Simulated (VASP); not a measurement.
Data:

```
CELL_PARAMETERS angstrom
      2.29124    -3.96854     0.00000
      2.29124     3.96854     0.00000
      0.00000     0.00000     7.27166
ATOMIC_POSITIONS crystal
  Mg 0.00000 0.00000 0.00000
  Mg 0.33333 0.66667 0.63252
  Mg 0.66667 0.33333 0.36748
  Sb 0.33333 0.66667 0.22709
  Sb 0.66667 0.33333 0.77291
```

The numbers are results of optB88-vdW, VASP's PBE PAW potentials (set 64) (plane waves; VASP), not measurements. Settings: 520 eV cut-off, Gaussian smearing of 0.050 eV, potentials Mg Sb.

Unless said otherwise, spin-orbit coupling is left out, though it shifts the bands of the heavy elements here.

### Question
Give the energies of bands 3 to 11 at the high-symmetry points, in eV from the valence-band maximum.

### Answer

| band | Γ | M | K | A | L | H |
|---|---|---|---|---|---|---|
| 3 | -4.81 | -4.56 | -4.23 | -3.02 | -4.80 | -4.19 |
| 4 | -1.04 | -3.68 | -3.52 | -2.94 | -4.46 | -4.19 |
| 5 | -1.04 | -3.14 | -3.52 | -0.75 | -1.77 | -3.89 |
| 6 | -0.37 | -2.22 | -2.47 | -0.75 | -1.63 | -3.22 |
| 7 | -0.37 | -2.13 | -2.47 | -0.68 | -1.58 | -0.96 |
| 8 | 0.00 | -0.86 | -2.44 | -0.68 | -1.47 | -0.96 |
| 9 | 1.12 | 0.49 | 0.34 | 1.90 | 0.48 | 1.87 |
| 10 | 1.33 | 2.05 | 4.24 | 1.92 | 1.45 | 1.87 |
| 11 | 3.16 | 2.23 | 4.24 | 2.82 | 1.79 | 2.51 |

The gap is indirect, 0.29 eV, from the valence maximum at Γ to the conduction minimum at L-M at 0.33.

The compound is Mg3Sb2 in the a-la2o3 structure. It was relaxed first.
